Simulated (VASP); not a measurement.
```yaml
crystal:
  lattice:
    - [0.00000, 3.01555, 3.07683]
    - [3.05523, 0.00000, 3.07683]
    - [3.05523, 3.01555, 0.00000]
  atoms:
    - { symbol: Al, position: [0.25000, 0.25000, 0.25000] }
    - { symbol: Al, position: [0.75000, 0.75000, 0.75000] }
    - { symbol: Au, position: [0.99003, 0.00996, 0.00996] }
```
Cell charge -0.02.

Computed with PBE GGA, VASP's PBE PAW potentials (set 64) (plane waves; VASP 6.6.1). Run with NELECT = 17.02, 400 eV cut-off, 8×8×8 Γ-centred mesh, Gaussian smearing of 0.050 eV, potentials Al Au.

The cell is charged, with a uniform compensating background.

Question: Which forces act on the atoms, in eV/Å?

Answer: 
```json
[
 {"atom": "Al1", "Fx": "0.208", "Fy": "0.000", "Fz": "0.000"},
 {"atom": "Al2", "Fx": "0.208", "Fy": "0.000", "Fz": "0.000"},
 {"atom": "Au3", "Fx": "-0.415", "Fy": "0.000", "Fz": "0.000"}
]
```

Question: Give the stress tensor in GPa (positive for a compressed cell).

Answer: 
```
-1.51   0.00   0.00
 0.00  -1.07   0.00
 0.00   0.00  -1.49
```
The pressure is its mean diagonal, -1.36 GPa.

The compound is AuAl2 in the fluorite structure. The cell was not relaxed at this level, atoms are displaced from their ideal sites. The run is one of a series of settings (ISMEAR = 0, NELECT = 17.02, SIGMA = 0.05 against the base run), some of them coarse on purpose. The electron count is odd and the run is not spin-polarised, which forces a metal.
